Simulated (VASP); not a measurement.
Calculation: PBE GGA, VASP's PBE PAW potentials (set 64) (plane waves; VASP).

VASP input:

**POSCAR**
```
Ni
1.0
  0.0000000000   1.6696762038   1.6696762038
  1.6696762038   0.0000000000   1.6696762038
  1.6696762038   1.6696762038   0.0000000000
Ni
1
Cart
  1.6696762038   0.0000000000   1.6696762038
```

**INCAR**
```
! general
SYSTEM  = Ni
PREC    = Accurate
ENCUT   = 500   ! plane-wave cut-off (eV)
LREAL   = .False.
LASPH   = .True.

! electronic loop
EDIFF   = 1E-6
NELM    = 100
ALGO    = Normal
LMAXMIX = 4   ! l cut-off of mixed one-centre charges

! smearing
ISMEAR  = 1   ! Methfessel-Paxton
SIGMA   = 0.1   ! width (eV)

! functional
GGA     = PE   ! PBE

! spin
ISPIN   = 2   ! spin-polarised
MAGMOM  = 0.6

! ions
IBRION  = 2   ! conjugate gradients
NSW     = 40
ISIF    = 3
EDIFFG  = -0.02   ! ionic stop
PSTRESS = 450

! output
LWAVE   = .False.
LCHARG  = .False.
LORBIT  = 10
```

**KPOINTS**
```
Automatic mesh
0
Gamma
19 19 19
0 0 0
```

POTCAR, in this order: Ni (PBE.64 set). Program: vasp_std.

What VASP printed:

**OSZICAR**
```
       N       E                     dE             d eps       ncg     rms          rms(c)
DAV:   1     0.211899769486E+02    0.21190E+02   -0.48071E+03  8168   0.144E+03
DAV:   2    -0.590185106006E+01   -0.27092E+02   -0.26098E+02  8013   0.165E+02
DAV:   3    -0.627234895652E+01   -0.37050E+00   -0.37009E+00  9117   0.255E+01
DAV:   4    -0.627551858428E+01   -0.31696E-02   -0.31693E-02  8868   0.205E+00
DAV:   5    -0.627559138118E+01   -0.72797E-04   -0.72795E-04  9002   0.275E-01    0.118E+01
DAV:   6    -0.548567299252E+01    0.78992E+00   -0.12447E+01  8364   0.603E+01    0.500E+00
DAV:   7    -0.530476176837E+01    0.18091E+00   -0.15341E+00  8399   0.203E+01    0.258E+00
DAV:   8    -0.528271879109E+01    0.22043E-01   -0.26638E-02 11088   0.194E+00    0.932E-01
DAV:   9    -0.528125415759E+01    0.14646E-02   -0.72654E-04 11576   0.253E-01    0.251E-01
DAV:  10    -0.528094118655E+01    0.31297E-03   -0.23499E-04 10833   0.124E-01    0.288E-02
DAV:  11    -0.528094514319E+01   -0.39566E-05   -0.19869E-05 10093   0.605E-02    0.250E-02
DAV:  12    -0.528094563817E+01   -0.49498E-06   -0.13326E-06  4486   0.171E-02
   1 F= -.26662045E+01 E0= -.26662954E+01  d E =-.266620E+01  mag=     0.5453
       N       E                     dE             d eps       ncg     rms          rms(c)
DAV:   1    -0.527460968525E+01    0.63355E-02   -0.23624E-02  8269   0.273E+00    0.319E-01
DAV:   2    -0.527352455513E+01    0.10851E-02   -0.17314E-02  8322   0.211E+00    0.130E-01
DAV:   3    -0.527324824429E+01    0.27631E-03   -0.19562E-03  8306   0.751E-01    0.507E-02
DAV:   4    -0.527321990001E+01    0.28344E-04   -0.21312E-05  9181   0.441E-02    0.293E-02
DAV:   5    -0.527321678482E+01    0.31152E-05   -0.64162E-06  9109   0.221E-02    0.524E-03
DAV:   6    -0.527321657782E+01    0.20700E-06   -0.24966E-07  4039   0.533E-03
   2 F= -.26661827E+01 E0= -.26662735E+01  d E =0.218355E-04  mag=     0.5448
       N       E                     dE             d eps       ncg     rms          rms(c)
DAV:   1    -0.527824274937E+01   -0.50260E-02   -0.80653E-03  8238   0.160E+00    0.186E-01
DAV:   2    -0.527786728238E+01    0.37547E-03   -0.59568E-03  8308   0.123E+00    0.759E-02
DAV:   3    -0.527777194223E+01    0.95340E-04   -0.67331E-04  8292   0.441E-01    0.299E-02
DAV:   4    -0.527776164113E+01    0.10301E-04   -0.73637E-06  9043   0.258E-02    0.171E-02
DAV:   5    -0.527776053806E+01    0.11031E-05   -0.21626E-06  4388   0.131E-02    0.319E-03
DAV:   6    -0.527776086214E+01   -0.32408E-06   -0.17394E-07  3989   0.504E-03
   3 F= -.26662196E+01 E0= -.26663105E+01  d E =-.151322E-04  mag=     0.5451
```

File OUTCAR:
```
------------------------ aborting loop because EDIFF is reached ----------------------------------------
  FORCE on cell =-STRESS in cart. coord.  units (eV):
  Direction    XX          YY          ZZ          XY          YZ          ZX
  --------------------------------------------------------------------------------------
  Total        2.6148894      2.6148894      2.6148894      0.0000000      0.0000000      0.0000000
  in kB      450.5769315    450.5769315    450.5769315      0.0000000      0.0000000      0.0000000
  external PRESSURE =       0.5769315 kB  Pullay stress =     450.0000000 kB
  volume of cell :        9.30
      direct lattice vectors                 reciprocal lattice vectors
     0.000000000  1.668994812  1.668994812    -0.299581518  0.299581518  0.299581518
     1.668994812  0.000000000  1.668994812     0.299581518 -0.299581518  0.299581518
     1.668994812  1.668994812 -0.000000000     0.299581518  0.299581518 -0.299581518
 POSITION                                       TOTAL-FORCE (eV/Angst)
 -----------------------------------------------------------------------------------
      0.00000      0.00000      0.00000         0.000000      0.000000     -0.000000
 -----------------------------------------------------------------------------------
    total drift:                                0.000000     -0.000000     -0.000000
  FREE ENERGIE OF THE ION-ELECTRON SYSTEM (eV)
  ---------------------------------------------------
  free  energy   TOTEN  =        -5.2777608621 eV

  energy  without entropy=       -5.2780334507  energy(sigma->0) =       -5.27785172
  enthalpy is  TOTEN    =        -2.6662196308 eV   P V=        2.6115412313

 total charge

# of ion       s       p       d       tot
------------------------------------------
    1        0.571   0.655   8.414   9.640

 magnetization (x)

# of ion       s       p       d       tot
------------------------------------------
    1       -0.007  -0.026   0.577   0.543

 reached required accuracy - stopping structural energy minimisation
```
(Selected blocks of OUTCAR.)

### CONTCAR
```
Ni
   1.00000000000000
     0.0000000000000000    1.6689948117313902    1.6689948117313902
     1.6689948117313902    0.0000000000000000    1.6689948117313902
     1.6689948117313902    1.6689948117313902   -0.0000000000000000
  Ni
     1
Direct
     0.0000000000000000    0.0000000000000000    0.0000000000000000
```

The compound is Ni in the fcc structure. This run relaxes it under an external pressure of 45 GPa. Symmetry was kept, so distortions that lower it aren't found.
